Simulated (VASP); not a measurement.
Output of a VASP run:

File OSZICAR:
```
...
DAV:  12    -0.632793136519E+02   -0.23319E+00   -0.44818E-02   496   0.224E+00    0.528E-01
DAV:  13    -0.633111488988E+02   -0.31835E-01   -0.13445E-02   488   0.104E+00    0.244E-01
DAV:  14    -0.633200491220E+02   -0.89002E-02   -0.34552E-03   592   0.699E-01    0.138E-01
DAV:  15    -0.633201333494E+02   -0.84227E-04   -0.66757E-04   560   0.267E-01    0.479E-02
DAV:  16    -0.633202548575E+02   -0.12151E-03   -0.25487E-04   576   0.183E-01    0.322E-02
DAV:  17    -0.633205850452E+02   -0.33019E-03   -0.13246E-04   496   0.130E-01    0.279E-02
DAV:  18    -0.633205963584E+02   -0.11313E-04   -0.36967E-05   688   0.474E-02    0.997E-03
DAV:  19    -0.633205923846E+02    0.39738E-05   -0.40008E-06   488   0.216E-02    0.644E-03
DAV:  20    -0.633206003891E+02   -0.80044E-05   -0.47371E-06   464   0.248E-02    0.182E-03
DAV:  21    -0.633206005694E+02   -0.18030E-06   -0.70055E-07   264   0.750E-03
   1 F= -.63320601E+02 E0= -.63320601E+02  d E =-.633206E+02
       N       E                     dE             d eps       ncg     rms          rms(c)
DAV:   1    -0.634988342825E+02   -0.17823E+00   -0.54393E+00   552   0.259E+01    0.381E+00
DAV:   2    -0.633434722358E+02    0.15536E+00   -0.59554E-01   576   0.764E+00    0.148E+00
DAV:   3    -0.633207031525E+02    0.22769E-01   -0.22199E-01   560   0.293E+00    0.407E-01
DAV:   4    -0.633163527794E+02    0.43504E-02   -0.30688E-02   536   0.134E+00    0.287E-01
DAV:   5    -0.633180549514E+02   -0.17022E-02   -0.55311E-03   792   0.743E-01    0.202E-01
DAV:   6    -0.633191372123E+02   -0.10823E-02   -0.38331E-03   664   0.284E-01    0.181E-01
DAV:   7    -0.633190766850E+02    0.60527E-04   -0.79178E-04   624   0.253E-01    0.318E-02
DAV:   8    -0.633195171612E+02   -0.44048E-03   -0.76812E-04   680   0.290E-01    0.269E-02
DAV:   9    -0.633196114621E+02   -0.94301E-04   -0.18433E-04   648   0.947E-02    0.115E-02
DAV:  10    -0.633196038029E+02    0.76592E-05   -0.18219E-05   608   0.408E-02    0.831E-03
DAV:  11    -0.633196092405E+02   -0.54376E-05   -0.56441E-06   528   0.248E-02    0.258E-03
DAV:  12    -0.633196112277E+02   -0.19872E-05   -0.10707E-06   320   0.126E-02    0.921E-04
DAV:  13    -0.633196110005E+02    0.22716E-06   -0.27997E-07   264   0.588E-03
   2 F= -.63319611E+02 E0= -.63319611E+02  d E =0.989569E-03
       N       E                     dE             d eps       ncg     rms          rms(c)
DAV:   1    -0.633764064465E+02   -0.56795E-01   -0.14890E+00   552   0.133E+01    0.205E+00
DAV:   2    -0.633328656897E+02    0.43541E-01   -0.15666E-01   584   0.414E+00    0.766E-01
DAV:   3    -0.633266135201E+02    0.62522E-02   -0.57465E-02   624   0.162E+00    0.209E-01
DAV:   4    -0.633256133469E+02    0.10002E-02   -0.60792E-03   560   0.602E-01    0.120E-01
DAV:   5    -0.633258009156E+02   -0.18757E-03   -0.34868E-03   760   0.511E-01    0.110E-01
DAV:   6    -0.633263891425E+02   -0.58823E-03   -0.95614E-04   592   0.275E-01    0.923E-02
DAV:   7    -0.633264163797E+02   -0.27237E-04   -0.10533E-04   576   0.933E-02    0.481E-02
DAV:   8    -0.633265190961E+02   -0.10272E-03   -0.12662E-04   640   0.103E-01    0.120E-02
DAV:   9    -0.633265296865E+02   -0.10590E-04   -0.32417E-05   640   0.377E-02    0.713E-03
DAV:  10    -0.633265331554E+02   -0.34689E-05   -0.91065E-06   736   0.235E-02    0.371E-03
DAV:  11    -0.633265358289E+02   -0.26735E-05   -0.22570E-06   320   0.163E-02    0.222E-03
DAV:  12    -0.633265359329E+02   -0.10397E-06   -0.33901E-07   264   0.518E-03
   3 F= -.63326536E+02 E0= -.63326536E+02  d E =-.593536E-02
```

OUTCAR:
```
------------------------ aborting loop because EDIFF is reached ----------------------------------------
  FORCE on cell =-STRESS in cart. coord.  units (eV):
  Direction    XX          YY          ZZ          XY          YZ          ZX
  --------------------------------------------------------------------------------------
  Total        0.0070538      0.0070538      0.0070538      0.0000000      0.0000000     -0.0000000
  in kB        0.1886056      0.1886056      0.1886056      0.0000000      0.0000000     -0.0000000
  external PRESSURE =       0.1886056 kB  Pullay stress =       0.0000000 kB
  volume of cell :       59.92
      direct lattice vectors                 reciprocal lattice vectors
     3.913156027 -0.000000000 -0.000000000     0.255548205 -0.000000000 -0.000000000
     0.000000000  3.913156027 -0.000000000     0.000000000  0.255548205 -0.000000000
     0.000000000  0.000000000  3.913156027     0.000000000  0.000000000  0.255548205
 POSITION                                       TOTAL-FORCE (eV/Angst)
 -----------------------------------------------------------------------------------
      0.00000      0.00000      0.00000        -0.000000     -0.000000      0.000000
      1.95658      1.95658      1.95658         0.000000      0.000000      0.000000
      1.95658      0.00000      1.95658        -0.000000      0.000000      0.000000
      0.00000      1.95658      1.95658         0.000000      0.000000      0.000000
      1.95658      1.95658     -0.00000        -0.000000     -0.000000      0.000000
 -----------------------------------------------------------------------------------
    total drift:                                0.000000      0.000000     -0.000000
  FREE ENERGIE OF THE ION-ELECTRON SYSTEM (eV)
  ---------------------------------------------------
  free  energy   TOTEN  =       -63.3265359329 eV

  energy  without entropy=      -63.3265359329  energy(sigma->0) =      -63.32653593

 reached required accuracy - stopping structural energy minimisation
```
(Selected blocks of OUTCAR.)

File POSCAR:
```
SrTiO3
1
    3.8964091187    -0.0000000000     0.0000000000
   -0.0000000000     3.8964091187     0.0000000000
   -0.0000000000    -0.0000000000     3.8964091187
Sr Ti O
1 1 3
Direct
  0.0000000000   0.0000000000   0.0000000000
  0.5000000000   0.5000000000   0.5000000000
  0.5000000000   0.0000000000   0.5000000000
  0.0000000000   0.5000000000   0.5000000000
  0.5000000000   0.5000000000   0.0000000000
```

Task: Write an INCAR and KPOINTS that could have produced this output.

Result: Several could match; the one computed here: the input of the run itself, r2SCAN meta-GGA, plane waves, VASP's PBE PAW potentials (set 64).

**INCAR**
```
SYSTEM=SrTiO3
PREC=Accurate; ENCUT=520; LREAL=.FALSE.
LASPH=.TRUE.
EDIFF=1E-6; NELM=100; ALGO=Normal
LMAXMIX=4; LMIXTAU=.TRUE.
ISMEAR=0; SIGMA=0.05
METAGGA=R2SCAN
IBRION=2; NSW=60; ISIF=3
EDIFFG=-0.02
LWAVE=.FALSE.; LCHARG=.FALSE.
```

KPOINTS:
```
Automatic mesh
0
Gamma
5 5 5
0 0 0
```

POTCAR, in this order: Sr_sv Ti_sv O (PBE.64 set). Program: vasp_std.

The compound is SrTiO3 in the cubic perovskite structure, the ideal cubic form; the compound distorts at low or room temperature. This run relaxes it. Symmetry was kept, so distortions that lower it aren't found. The start is the result of an earlier pass.
